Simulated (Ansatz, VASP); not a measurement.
# SiO2 in two plane-wave programs

One calculation is typed for both programs; each brings its own data sets. How far apart do they land? The cell is taken from a series of runs on this material, whose earlier steps may have relaxed, scaled, displaced or heated it; both programs get it as it stands.

Program: Ansatz 0.2.0. Level of theory: plane waves, with VASP 6.6.1 beside it; LDA. Results are calculated unless marked as measured.

## (1) Starting point

The structure is orthorhombic, space group Imma (No. 74). The conventional cell has a = 5.457 Å, b = 9.936 Å, c = 9.239 Å, α = 90.00°, β = 90.00°, γ = 90.00°. Nearest to Si lie 4 O at 1.64 to 1.67 Å. Nearest to O lie 2 Si at 1.64 Å. O has 2 Si at 1.66 Å nearest. O has 2 Si at 1.67 Å nearest. Farther neighbours and most contacts between anions are not listed.

## (2) VASP: G0W0 gap, LDA

Quasiparticle shifts depend on high empty states and on the cores, so they are the hardest test of two PAW sets.

Lines of VASP's logs that name or quote its potential files are left out, and so is its time.

The run reads the wave functions of an earlier VASP run, which isn't shown here.

INCAR

```
SYSTEM = SiO2
PREC = Accurate
ENCUT = 440
ISMEAR = 0
SIGMA = 0.01
LREAL = .FALSE.
GGA = CA
NBANDS = 880
ALGO = EVGW0
NELMGW = 1
ENCUTGW = 140
NOMEGA = 64
PRECFOCK = Fast
NBANDSGW = 48
LWAVE = .FALSE.
LCHARG = .FALSE.
```

POSCAR

```
SiO2
1.0
   -2.7282699184      4.9678236452      4.6193417140
    2.7282699184     -4.9678236452      4.6193417140
    2.7282699184      4.9678236452     -4.6193417140
Si O
4 8
Direct
    0.9355262404      0.8466495286      0.0888767118
    0.7422271832      0.1533504714      0.5888767118
    0.0644737596      0.1533504714      0.9111232882
    0.2577728168      0.8466495286      0.4111232882
    0.1348582642      0.8848582642      0.2500000000
    0.8651417358      0.1151417358      0.7500000000
    0.8078921625      0.5000000000      0.8078921625
    0.1921078375      0.0000000000      0.6921078375
    0.1921078375      0.5000000000      0.1921078375
    0.8078921625      0.0000000000      0.3078921625
    0.0000000000      0.0000000000      0.0000000000
    0.5000000000      0.0000000000      0.5000000000
```

KPOINTS

```
Automatic mesh
0
Gamma
4 4 4
0 0 0
```

The projector-augmented-wave data sets are Si_GW and O_GW (LDA family, release 64).

The run is started by

```bash
> mpirun -np 16 vasp_std
```

Numbers of over 12 decimals in the logs are rounded to 6 here.

The program printed:

```text
[banner, memory and clock lines left out]
running   16 mpi-ranks, on    1 nodes
 distrk:  each k-point on   16 cores,    1 groups
 distr:  one band on    1 cores,   16 groups

 POSCAR found type information on POSCAR SiO
 POSCAR found :  2 types and      12 ions
|                                                                             |
|           W    W    AA    RRRRR   N    N  II  N    N   GGGG   !!!           |
|           W    W   A  A   R    R  NN   N  II  NN   N  G    G  !!!           |
|           W    W  A    A  R    R  N N  N  II  N N  N  G       !!!           |
|           W WW W  AAAAAA  RRRRR   N  N N  II  N  N N  G  GGG   !            |
|           WW  WW  A    A  R   R   N   NN  II  N   NN  G    G                |
|           W    W  A    A  R    R  N    N  II  N    N   GGGG   !!!           |
|                                                                             |
|     For optimal performance we recommend to set                             |
|       NCORE = 2 up to number-of-cores-per-socket                            |
|     NCORE specifies how many cores store one orbital (NPAR=cpu/NCORE).      |
|     This setting can greatly improve the performance of VASP for DFT.       |
|     The default, NCORE=1 might be grossly inefficient on modern             |
|     multi-core architectures or massively parallel machines. Do your        |
|     Unfortunately you need to use the default for GW and RPA                |
|     calculations (for HF NCORE is supported but not extensively tested      |
|     yet).                                                                   |
|                                                                             |

|                                                                             |
|           W    W    AA    RRRRR   N    N  II  N    N   GGGG   !!!           |
|           W    W   A  A   R    R  NN   N  II  NN   N  G    G  !!!           |
|           W    W  A    A  R    R  N N  N  II  N N  N  G       !!!           |
|           W WW W  AAAAAA  RRRRR   N  N N  II  N  N N  G  GGG   !            |
|           WW  WW  A    A  R   R   N   NN  II  N   NN  G    G                |
|           W    W  A    A  R    R  N    N  II  N    N   GGGG   !!!           |
|                                                                             |
|     The default for ENCUTGWSOFT is different in this version of VASP.       |
|     please manually set ENCUTGWSOFT =140 in the INCAR file.                 |
|                                                                             |

 LDA part: xc-table for (Slater(with rela. corr.)+CA(PZ))
 , standard interpolation
 found WAVECAR, reading the header
 POSCAR, INCAR and KPOINTS ok, starting setup
 FFT: planning ... GRIDC
 FFT: planning ... GRID_SOFT
 FFT: planning ... GRID
 reading WAVECAR
 the WAVECAR file was read successfully
 initial charge from wavefunction
 available memory per node:     16.04 GB, setting MAXMEM to     16428

 The Fermi energy was updated, please check that it is located mid-gap
 values below the HOMO (VB) or above the LUMO (CB) will cause erroneous energies
 E-fermi :  -0.0528

 calculate exact exchange contribution
 the WAVEDER file was read successfully
energies w=
    0.000    0.000    0.986    0.000    1.969    0.000    2.948    0.000
    3.921    0.000    4.887    0.000    5.843    0.000    6.789    0.000
    7.723    0.000    8.646    0.000    9.556    0.000   10.455    0.000
   11.341    0.000   12.215    0.000   13.079    0.000   13.932    0.000
   14.776    0.000   15.613    0.000   16.442    0.000   17.266    0.000
   18.086    0.000   18.904    0.000   19.721    0.000   20.539    0.000
   21.359    0.000   22.184    0.000   23.016    0.000   23.856    0.000
   24.707    0.000   25.572    0.000   26.453    0.000   27.353    0.000
   28.275    0.000   29.222    0.000   30.199    0.000   31.209    0.000
   32.256    0.000   33.347    0.000   34.487    0.000   35.682    0.000
   36.941    0.000   38.270    0.000   39.682    0.000   41.187    0.000
   42.799    0.000   44.533    0.000   46.409    0.000   48.450    0.000
   50.683    0.000   53.142    0.000   55.867    0.000   58.910    0.000
   62.334    0.000   66.223    0.000   70.682    0.000   75.852    0.000
   81.921    0.000   89.151    0.000   97.909    0.000  108.737    0.000
  122.459    0.000  140.401    0.000  164.832    0.000  200.000    0.000
 responsefunction array rank=     960
 LDA part: xc-table for (Slater(with rela. corr.)+CA(PZ))
 , standard interpolation

 min. memory requirement per mpi rank   1618.3 MB, per node  25892.9 MB

 allocating   4 responsefunctions rank=   960
 shmem allocating  64 responsefunctions rank=   960
 response function shared by NCSHMEM nodes    1
 Doing            4  frequencies on each core in blocks of           64
NQ=   1    0.0000    0.0000    0.0000,
|.........|.........|.........|.........|.........|.........|.........|.........
 performed       4994000 updates of chi_q(r,r)
 total number of BLAS operations      35377.08 Gflops
NQ=   2    0.2500    0.0000   -0.0000,
|.........|.........|.........|.........|.........|.........|.........|.........
 performed      12184000 updates of chi_q(r,r)
 total number of BLAS operations      86097.39 Gflops
NQ=   3    0.5000    0.0000   -0.0000,
|.........|.........|.........|.........|.........|.........|.........|.........
 performed      17684000 updates of chi_q(r,r)
 total number of BLAS operations     125313.99 Gflops
NQ=   4    0.0000    0.2500    0.0000,
|.........|.........|.........|.........|.........|.........|.........|.........
 performed      25212000 updates of chi_q(r,r)
 total number of BLAS operations     178304.87 Gflops
NQ=   5    0.2500    0.2500    0.0000,
|.........|.........|.........|.........|.........|.........|.........|.........
 performed      34092000 updates of chi_q(r,r)
 total number of BLAS operations     240676.69 Gflops
NQ=   6    0.5000    0.2500    0.0000,
|.........|.........|.........|.........|.........|.........|.........|.........
 performed      42972000 updates of chi_q(r,r)
 total number of BLAS operations     303048.51 Gflops
NQ=   7   -0.2500    0.2500    0.0000,
|.........|.........|.........|.........|.........|.........|.........|.........
 performed      50838000 updates of chi_q(r,r)
 total number of BLAS operations     358064.31 Gflops
NQ=   8    0.0000    0.5000    0.0000,
|.........|.........|.........|.........|.........|.........|.........|.........
 performed      56592000 updates of chi_q(r,r)
 total number of BLAS operations     399785.96 Gflops
NQ=   9    0.2500    0.5000    0.0000,
|.........|.........|.........|.........|.........|.........|.........|.........
 performed      65472000 updates of chi_q(r,r)
 total number of BLAS operations     462825.21 Gflops
NQ=  10    0.5000    0.5000    0.0000,
|.........|.........|.........|.........|.........|.........|.........|.........
 performed      71479000 updates of chi_q(r,r)
 total number of BLAS operations     504394.44 Gflops
NQ=  11    0.2500    0.2500    0.2500,
|.........|.........|.........|.........|.........|.........|.........|.........
 performed      77571000 updates of chi_q(r,r)
 total number of BLAS operations     547459.60 Gflops
NQ=  12   -0.2500    0.2500    0.2500,
|.........|.........|.........|.........|.........|.........|.........|.........
 performed      83747000 updates of chi_q(r,r)
 total number of BLAS operations     591214.89 Gflops
NQ=  13    0.5000    0.5000    0.2500,
|.........|.........|.........|.........|.........|.........|.........|.........
 performed      91613000 updates of chi_q(r,r)
 total number of BLAS operations     647176.17 Gflops
NQ=  14   -0.2500    0.5000    0.2500,
|.........|.........|.........|.........|.........|.........|.........|.........
 performed      99141000 updates of chi_q(r,r)
 total number of BLAS operations     701074.79 Gflops
NQ=  15    0.2500   -0.2500    0.2500,
|.........|.........|.........|.........|.........|.........|.........|.........
 performed     105402000 updates of chi_q(r,r)
 total number of BLAS operations     746471.55 Gflops
NQ=  16    0.5000   -0.2500    0.2500,
|.........|.........|.........|.........|.........|.........|.........|.........
 performed     112592000 updates of chi_q(r,r)
 total number of BLAS operations     797950.90 Gflops
NQ=  17   -0.2500   -0.2500    0.2500,
|.........|.........|.........|.........|.........|.........|.........|.........
 performed     118937000 updates of chi_q(r,r)
 total number of BLAS operations     843286.05 Gflops
NQ=  18    0.5000    0.5000    0.5000,
|.........|.........|.........|.........|.........|.........|.........|.........
 performed     123931000 updates of chi_q(r,r)
 total number of BLAS operations     878889.05 Gflops
 resolving degeneracies of screened two electron integrals

 calculate QP shifts <psi_nk| G(iteration)W_0 |psi_nk>: iteration 1
 entering main loop
```

OUTCAR, selected parts (step 2):

```text
ion  position               nearest neighbor table
   1  0.936  0.847  0.089-   5 1.64   7 1.66  10 1.66  11 1.67
   2  0.742  0.153  0.589-   6 1.64  10 1.66   7 1.66  12 1.67
   3  0.064  0.153  0.911-   6 1.64   9 1.66   8 1.66  11 1.67
   4  0.258  0.847  0.411-   5 1.64   9 1.66   8 1.66  12 1.67
   5  0.135  0.885  0.250-   1 1.64   4 1.64
   6  0.865  0.115  0.750-   3 1.64   2 1.64
   7  0.808  0.500  0.808-   2 1.66   1 1.66
   8  0.192  0.000  0.692-   3 1.66   4 1.66
   9  0.192  0.500  0.192-   4 1.66   3 1.66
  10  0.808  0.000  0.308-   2 1.66   1 1.66
  11  0.000  0.000  0.000-   1 1.67   3 1.67
  12  0.500  0.000  0.500-   2 1.67   4 1.67

  LATTYP: Found a body centered orthorhombic cell.
 ALAT       =     5.4565398368
 B/A-ratio  =     1.6931395544
 C/A-ratio  =     1.8208695598

 Subroutine GETGRP returns: Found  8 space group operations
 (whereof  4 operations were pure point group operations)

The static configuration has the point symmetry C_2h.
 The point group associated with its full space group is D_2h.

 Found     18 irreducible k-points:

   k-points           NKPTS =     18   k-points in BZ     NKDIM =     64   number of bands    NBANDS=    880

   dimension x,y,z NGX =    50 NGY =   50 NGZ =   50
   dimension x,y,z NGXF=   100 NGYF=  100 NGZF=  100

   ENCUT  =  440.0 eV  32.34 Ry    5.69 a.u.  12.51 12.51 12.51*2*pi/ulx,y,z

   NELECT =      64.0000    total number of electrons

  energy-cutoff  :      440.00
  volume of cell :      250.43
      direct lattice vectors                 reciprocal lattice vectors
    -2.728269918  4.967823645  4.619341714     0.000000000  0.100647695  0.108240531
     2.728269918 -4.967823645  4.619341714     0.183266324  0.000000000  0.108240531
     2.728269918  4.967823645 -4.619341714     0.183266324  0.100647695  0.000000000

 k-points in reciprocal lattice and weights: Automatic mesh
   0.00000000  0.00000000  0.00000000       0.016
   0.25000000  0.00000000 -0.00000000       0.062
   0.50000000  0.00000000 -0.00000000       0.031
   0.00000000  0.25000000  0.00000000       0.062
   0.25000000  0.25000000  0.00000000       0.125
   0.50000000  0.25000000  0.00000000       0.125
  -0.25000000  0.25000000  0.00000000       0.062
   0.00000000  0.50000000  0.00000000       0.031
   0.25000000  0.50000000  0.00000000       0.125
[...]
-0.25000000 -0.25000000  0.25000000       0.031
   0.50000000  0.50000000  0.50000000       0.016

 E-fermi :  -0.0528

 QP shifts <psi_nk| G(iteration)W_0 |psi_nk>: iteration 1
 for sc-GW calculations column KS-energies equals QP-energies in previous step
 and V_xc(KS)=  KS-energies - (<T + V_ion + V_H > + <T+V_H+V_ion>^1  + <V_x>^1)
 k-point   1 :       0.0000    0.0000    0.0000
  band No.  KS-energies  QP-energies   sigma(KS)   V_xc(KS)     V^pw_x(r,r')   Z            occupation Imag(sigma)
    ...
     29      -3.4675      -5.3114     -20.7774     -18.4505     -24.2708       0.7924       2.0000       0.1158
     30      -3.1621      -4.9311     -21.3970     -19.1593     -24.9319       0.7905       2.0000       0.1118
     31      -2.7398      -4.4863     -21.6385     -19.4323     -25.2112       0.7916       2.0000       0.1096
     32      -2.5421      -4.2424     -21.9904     -19.8414     -25.5740       0.7912       2.0000       0.1073
     33       2.4006       4.1042      -8.8504     -10.8301      -6.0870       0.8605       0.0000      -0.0794
     34       4.8595       6.4761      -6.1793      -8.0302      -3.3465       0.8735       0.0000      -0.0827
     35       5.1686       7.3960     -10.5514     -13.2180      -7.1602       0.8353       0.0000      -0.1049
     36       5.7298       7.8102      -8.8374     -11.3037      -5.4968       0.8435       0.0000      -0.1049
    ...

 k-point   2 :       0.2500    0.0000   -0.0000
  band No.  KS-energies  QP-energies   sigma(KS)   V_xc(KS)     V^pw_x(r,r')   Z            occupation Imag(sigma)
    ...
     29      -3.0842      -4.8704     -21.3214     -19.0619     -24.8523       0.7905       2.0000       0.1117
     30      -3.0672      -4.8309     -21.4395     -19.2083     -24.9825       0.7905       2.0000       0.1114
     31      -2.7558      -4.4978     -21.6638     -19.4628     -25.2338       0.7915       2.0000       0.1095
     32      -2.5303      -4.2383     -21.9868     -19.8313     -25.5786       0.7924       2.0000       0.1075
     33       2.7319       4.4648      -9.0155     -11.0355      -6.2526       0.8579       0.0000      -0.0807
     34       4.6152       6.5507      -9.2690     -11.5490      -6.2882       0.8489       0.0000      -0.0930
     35       5.0847       6.8081      -6.8315      -8.8211      -3.8908       0.8662       0.0000      -0.0873
     36       5.6196       7.3322      -7.4071      -9.3956      -4.6169       0.8612       0.0000      -0.0887
    ...

 k-point   3 :       0.5000    0.0000   -0.0000
  band No.  KS-energies  QP-energies   sigma(KS)   V_xc(KS)     V^pw_x(r,r')   Z            occupation Imag(sigma)
    ...
     29      -2.9865      -4.7445     -21.4579     -19.2338     -25.0018       0.7904       2.0000       0.1109
     30      -2.8856      -4.6412     -21.6019     -19.3817     -25.1518       0.7907       2.0000       0.1095
     31      -2.7731      -4.5082     -21.7134     -19.5193     -25.2840       0.7908       2.0000       0.1094
     32      -2.5195      -4.2351     -21.9808     -19.8186     -25.5800       0.7934       2.0000       0.1076
     33       3.3013       5.1773      -9.6326     -11.8358      -6.7093       0.8515       0.0000      -0.0864
     34       3.9436       5.6219      -8.3760     -10.3279      -5.7809       0.8599       0.0000      -0.0822
     35       5.2091       7.0396      -7.7380      -9.8730      -4.6661       0.8574       0.0000      -0.0919
     36       5.5277       7.1996      -6.5158      -8.4457      -3.6666       0.8663       0.0000      -0.0879
    ...

 k-point   4 :       0.0000    0.2500    0.0000
  band No.  KS-energies  QP-energies   sigma(KS)   V_xc(KS)     V^pw_x(r,r')   Z            occupation Imag(sigma)
    ...
     29      -3.3681      -5.1811     -21.0663     -18.7671     -24.6030       0.7886       2.0000       0.1154
     30      -3.2592      -5.0702     -21.0518     -18.7630     -24.5647       0.7912       2.0000       0.1138
     31      -2.8462      -4.5978     -21.6318     -19.4158     -25.2041       0.7905       2.0000       0.1102
     32      -2.6177      -4.3493     -21.8491     -19.6660     -25.4365       0.7932       2.0000       0.1082
     33       3.0958       4.8526      -9.1040     -11.1539      -6.3501       0.8570       0.0000      -0.0819
     34       5.0882       7.2729     -10.1702     -12.7800      -6.8203       0.8371       0.0000      -0.1047
     35       5.2597       6.8838      -6.4954      -8.3627      -3.7057       0.8697       0.0000      -0.0846
     36       5.8736       7.2157      -5.6122      -7.1437      -3.2447       0.8763       0.0000      -0.0797
    ...

[... 4 further parts left out ...]
```

[end of part 1 of 2]

[Lines on the potential files, build, host, timing and source positions are cut from VASP's logs without a mark.]

[Logs are printed without paths, hosts, clocks, repeated set-up lines and the standing remarks that a program may print on its own settings, such as how far it seeks lower states.]

[Hosts, paths, dates, database ids (printed as entryN), source tags and the programs' standing remarks are cut or masked in the printed files.]
